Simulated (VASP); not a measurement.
Calculation: PBEsol GGA, VASP's PBE PAW potentials (set 64) (plane waves; VASP).

The input files of a VASP run:

KPOINTS:
```
K-points
0
gamma
  9 9 9
0 0 0
```

### POSCAR
```
GaAs
1.0
  0.0000000000   2.8283254275   2.8283254275
  2.8283254275   0.0000000000   2.8283254275
  2.8283254275   2.8283254275   0.0000000000
Ga As
1 1
Cart
  0.0000000000   0.0000000000   0.0000000000
  1.4141627137   1.4141627137   1.4141627137
```

INCAR:
```
SYSTEM  =  GaAs
PREC  =  Accurate; ENCUT  =  400; LREAL  =  F
LASPH  =  T
EDIFF  =  1E-7; NELM  =  100; ALGO  =  Normal
LMAXMIX  =  4
ISMEAR  =  -5
GGA  =  PS
ISIF  =  2
LWAVE  =  F; LCHARG  =  T; LORBIT  =  11
NEDOS  =  601
```

POTCAR, in this order: Ga_d As (PBE.64 set). Program: vasp_std.

Output of the run:

OSZICAR:
```
       N       E                     dE             d eps       ncg     rms          rms(c)
DAV:   1     0.694949073747E+02    0.69495E+02   -0.82402E+03   926   0.164E+03
DAV:   2    -0.417334862284E+01   -0.73668E+02   -0.71565E+02   985   0.280E+02
DAV:   3    -0.921161256183E+01   -0.50383E+01   -0.50210E+01  1145   0.677E+01
DAV:   4    -0.928651614890E+01   -0.74904E-01   -0.74883E-01  1079   0.922E+00
DAV:   5    -0.928776902283E+01   -0.12529E-02   -0.12528E-02  1088   0.101E+00    0.294E+00
DAV:   6    -0.912255779106E+01    0.16521E+00   -0.27746E-01  1444   0.112E+01    0.174E+00
DAV:   7    -0.909051795985E+01    0.32040E-01   -0.67791E-02  1338   0.243E+00    0.540E-01
DAV:   8    -0.908864796696E+01    0.18700E-02   -0.96936E-03  1075   0.136E+00    0.981E-02
DAV:   9    -0.908881073152E+01   -0.16276E-03   -0.78414E-04  1114   0.389E-01    0.451E-02
DAV:  10    -0.908883774596E+01   -0.27014E-04   -0.53653E-05  1230   0.802E-02    0.242E-02
DAV:  11    -0.908885829619E+01   -0.20550E-04   -0.25636E-05  1010   0.560E-02    0.208E-03
DAV:  12    -0.908885836836E+01   -0.72170E-07   -0.80671E-07  1111   0.147E-02
   1 F= -.90888584E+01 E0= -.90888584E+01  d E =0.000000E+00
```

File OUTCAR:
```
------------------------ aborting loop because EDIFF is reached ----------------------------------------
  FORCE on cell =-STRESS in cart. coord.  units (eV):
  Direction    XX          YY          ZZ          XY          YZ          ZX
  --------------------------------------------------------------------------------------
  Total        0.0066747      0.0066747      0.0066747     -0.0000000      0.0000000     -0.0000000
  in kB        0.2363344      0.2363344      0.2363344     -0.0000000      0.0000000     -0.0000000
  external PRESSURE =       0.2363344 kB  Pullay stress =       0.0000000 kB
  volume of cell :       45.25
      direct lattice vectors                 reciprocal lattice vectors
     0.000000000  2.828325427  2.828325427    -0.176783052  0.176783052  0.176783052
     2.828325427  0.000000000  2.828325427     0.176783052 -0.176783052  0.176783052
     2.828325427  2.828325427  0.000000000     0.176783052  0.176783052 -0.176783052
  FREE ENERGIE OF THE ION-ELECTRON SYSTEM (eV)
  ---------------------------------------------------
  free  energy   TOTEN  =        -9.0888583684 eV

  energy  without entropy=       -9.0888583684  energy(sigma->0) =       -9.08885837

 total charge

# of ion       s       p       d       tot
------------------------------------------
    1        0.884   0.802   9.994  11.679
    2        1.212   1.589   0.031   2.833
--------------------------------------------------
tot          2.096   2.391  10.025  14.512
```
(Selected blocks of OUTCAR.)

The structure was generated: GaAs was put into the zinc blende type (F-43m), which need not be its known phase. It was relaxed first.
